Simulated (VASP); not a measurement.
Consider the following.

```
LuP
1.0
    0.00000     2.76186     2.76186
    2.76186     0.00000     2.76186
    2.76186     2.76186     0.00000
Lu P
1 1
Cartesian
 -0.02792  -0.00596   0.00025
  2.78978   2.76782   2.76160
```

Computed with PBEsol GGA, VASP's PBE PAW potentials (set 64) (plane waves; VASP). Numerical set-up: 300 eV cut-off, 7×7×7 Γ-centred mesh, Gaussian smearing of 0.14 eV, potentials Lu_3 P.

At this cut-off the stress carries a Pulay error, which pulls relaxed volumes low.

Problem. Predict the energy per atom (σ→0), pressure, largest force, band gap (on the k-mesh) with the smallest direct gap where there is one.

Solution. 
```yaml
band gap (on the k-mesh): none (metal, semimetal or under 0.01 eV)
energy per atom (σ→0): -6.935 eV/atom
pressure: -2.93 GPa
largest_force: 0.316 eV/Å
```

Only differences to runs with the same potentials and settings are physical.

The structure comes from a computed database's LuP entry; how it stands against other phases isn't given here. The cell was not relaxed at this level, atoms are displaced from their ideal sites.
